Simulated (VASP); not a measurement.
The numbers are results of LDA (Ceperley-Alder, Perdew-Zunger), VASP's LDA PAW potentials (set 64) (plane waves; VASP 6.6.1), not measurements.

Gaps are without spin-orbit coupling.

Task: Order these relaxed crystals by band gap, smallest first: BaO, Fm-3m (225); PtCl2, Pnnm (58); CaO, Fm-3m (225); SiC, P6_3mc (186).

Result: PtCl2, Pnnm (58) (0.56 eV), BaO, Fm-3m (225) (1.70 eV), SiC, P6_3mc (186) (2.12 eV), CaO, Fm-3m (225) (3.43 eV)
